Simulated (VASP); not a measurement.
Here is a VASP 6.6.1 calculation.

File POSCAR:

```
B2Pd3
1.0
    4.0820000000      0.0000000000      0.0000000000
    0.0000000000      4.0820000000      0.0000000000
    0.0000000000      0.0000000000      4.0820000000
B Pd
2 3
Direct
    0.0000000000      0.0000000000      0.0000000000
    0.5000000000      0.5000000000      0.5000000000
    0.0000000000      0.5000000000      0.5000000000
    0.5000000000      0.0000000000      0.5000000000
    0.5000000000      0.5000000000      0.0000000000
```

Contents of INCAR.step1:

```
SYSTEM = B2Pd3
ALGO = Fast
EDIFF = 1E-6
ENCUT = 520
GGA = PE
ISIF = 2
ISMEAR = -1
LASPH = .TRUE.
LCHARG = .TRUE.
LMAXMIX = 4
LREAL = .FALSE.
LWAVE = .FALSE.
NBANDS = 26
NELM = 80
PREC = Accurate
SIGMA = 0.05
```

Contents of KPOINTS.step1:

```
k-points
0
G
  5 5 5
  0 0 0
```

The input INCAR.step2:

```
SYSTEM = B2Pd3
ALGO = Fast
EDIFF = 1E-6
ENCUT = 520
GGA = PE
ICHARG = 11
ISIF = 2
ISMEAR = 0
LASPH = .TRUE.
LCHARG = .FALSE.
LMAXMIX = 4
LREAL = .FALSE.
LWAVE = .FALSE.
NBANDS = 26
NELM = 80
PREC = Accurate
SIGMA = 0.05
```

The input KPOINTS.step2:

```
path GXMGRX,MR
20
line-mode
reciprocal
 0.0000000000  0.0000000000  0.0000000000  G
 0.0000000000  0.5000000000  0.0000000000  X

 0.0000000000  0.5000000000  0.0000000000  X
 0.5000000000  0.5000000000  0.0000000000  M

 0.5000000000  0.5000000000  0.0000000000  M
 0.0000000000  0.0000000000  0.0000000000  G

 0.0000000000  0.0000000000  0.0000000000  G
 0.5000000000  0.5000000000  0.5000000000  R

 0.5000000000  0.5000000000  0.5000000000  R
 0.0000000000  0.5000000000  0.0000000000  X

 0.5000000000  0.5000000000  0.0000000000  M
 0.5000000000  0.5000000000  0.5000000000  R
```

Potentials or basis: VASP PAW PBE potentials, release 64 (B, Pd).

Run with:

```bash
$ cat potpaw_PBE.64/B/POTCAR potpaw_PBE.64/Pd/POTCAR > POTCAR
$ cp INCAR.step1 INCAR
$ cp KPOINTS.step1 KPOINTS
$ mpirun -np 1 vasp_std > vasp.out
$ cp INCAR.step2 INCAR
$ cp KPOINTS.step2 KPOINTS
$ mpirun -np 1 vasp_std > vasp.out
```

Task: What does it give for the band gap along the path?

Result: None (metal or under the smearing width).

Levels at the corners of the path, in eV from the Fermi level:
```tsv
point	band 15	band 16	band 17	band 18	band 19	band 20	band 21	band 22	band 23	band 24
Γ	-1.94	-1.17	-1.17	-1.17	-0.97	0.75	1.48	1.48	1.48	6.64
X	-2.48	-1.83	-1.17	0.81	1.43	1.43	2.11	2.11	3.44	7.67
X	-2.48	-1.83	-1.17	0.81	1.43	1.43	2.11	2.11	3.44	7.67
M	-2.02	-1.82	-1.58	-0.32	-0.32	3.07	3.12	4.45	4.45	4.59
M	-2.02	-1.82	-1.58	-0.32	-0.32	3.07	3.12	4.45	4.45	4.59
Γ	-1.94	-1.17	-1.17	-1.17	-0.97	0.75	1.48	1.48	1.48	6.64
Γ	-1.94	-1.17	-1.17	-1.17	-0.97	0.75	1.48	1.48	1.48	6.64
R	-1.80	-1.80	-1.21	-1.21	-1.21	-0.77	2.60	2.60	2.60	8.27
R	-1.80	-1.80	-1.21	-1.21	-1.21	-0.77	2.60	2.60	2.60	8.27
X	-2.48	-1.83	-1.17	0.81	1.43	1.43	2.11	2.11	3.44	7.67
M	-2.02	-1.82	-1.58	-0.32	-0.32	3.07	3.12	4.45	4.45	4.59
R	-1.80	-1.80	-1.21	-1.21	-1.21	-0.77	2.60	2.60	2.60	8.27
```

Caveat: the log is that of the step along the path at fixed density, whose energy, stress, charges and moments have no meaning.
